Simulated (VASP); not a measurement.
Crystal: Be3Se2O.

```
Be Se O
1.0
     5.50121    0.00000    0.00000
    -2.75061    4.76419    0.00000
     0.00000    0.00000    3.15135
Be Se O
3 2 1
Cartesian
  2.7506 0.0000 1.5757
  1.3753 2.3821 1.5757
  -1.3753 2.3821 1.5757
  0.0000 3.1761 0.0000
  2.7506 1.5881 0.0000
  0.0000 0.0000 0.0000
```

The cell was built by a generator and needn't be a form met in nature.

| Property | Result |
| --- | --- |
| Program | VASP 6.6.1 |
| Task | relaxation of cell and atoms |
| Functional | PBE |
| Potentials or basis | VASP PAW PBE potentials, release 64 (Be, Se, O) |
| Cutoff | 520 eV |
| k mesh | 3 × 3 × 4 |
| Occupations | gaussian, width 0.15 eV |
| Spin | no spin polarisation |

At the start: pressure 9.9 GPa; volume 13.77 Å³/atom.

**Question.** Where does the relaxation end?

**Answer.** Over 6 steps the energy falls by 47.8 meV/atom and the volume is 15.54 Å³/atom (+12.9 %); space group P6/mmm (No. 191, to 0.05 Å).

Step by step:
```tsv
step	energy change (eV)	largest force (eV/Å)	pressure (GPa)	volume (Å³)
1	0.0000	0.0000	9.87	82.59
2	-0.2405	0.0000	-1.12	93.15
3	-0.2436	0.0000	0.11	91.69
4	-0.2438	0.0000	-0.12	92.06
5	-0.2859	0.0000	-0.56	93.05
6	-0.2871	0.0000	-0.14	93.25
```

Final structure:
```cif
data_structure
_symmetry_space_group_name_H-M 'P 1'
_symmetry_Int_Tables_number 1
_cell_length_a 5.8077
_cell_length_b 5.8077
_cell_length_c 3.1924
_cell_angle_alpha 90.000
_cell_angle_beta 90.000
_cell_angle_gamma 120.000
_cell_volume 93.25
loop_
_atom_site_label
_atom_site_type_symbol
_atom_site_fract_x
_atom_site_fract_y
_atom_site_fract_z
_atom_site_occupancy
Be1 Be 0.50000 0.00000 0.50000 1
Be2 Be 0.50000 0.50000 0.50000 1
Be3 Be 0.00000 0.50000 0.50000 1
Se1 Se 0.33333 0.66667 0.00000 1
Se2 Se 0.66667 0.33333 0.00000 1
O1 O 0.00000 0.00000 0.00000 1
```

Caveat: the k mesh is coarse (spacing up to 0.50 Å⁻¹), so the values aren't converged.
